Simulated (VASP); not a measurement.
Data:

```
CELL_PARAMETERS angstrom
      4.69974     0.00000     0.00000
      0.00000     4.69974     0.00000
      0.00000     0.00000     3.01340
ATOMIC_POSITIONS crystal
  Ti 0.00000 0.00000 0.00000
  Ti 0.50000 0.50000 0.50000
  O  0.30483 0.30483 0.00000
  O  0.80483 0.19517 0.50000
  O  0.19517 0.80483 0.50000
  O  0.69517 0.69517 0.00000
```

Computed with vdW-DF2, VASP's PBE PAW potentials (set 64) (plane waves; VASP). Settings: 520 eV cut-off, 5×5×8 Γ-centred mesh, tetrahedra with Blöchl corrections, potentials Ti_sv O.

### Question
What does the run give for the energy per atom (σ→0), band gap (on the k-mesh) with the smallest direct gap where there is one?

### Answer

```
Property                                     Result
-----------------------------------  --------------
band gap (on the k-mesh)                    1.70 eV
smallest direct gap (on the k-mesh)         1.70 eV
energy per atom (σ→0)                -6863 meV/atom
```

Only differences to runs with the same potentials and settings are physical.

The compound is TiO2 in the rutile structure. It was relaxed first, which changed the volume by +7 %.
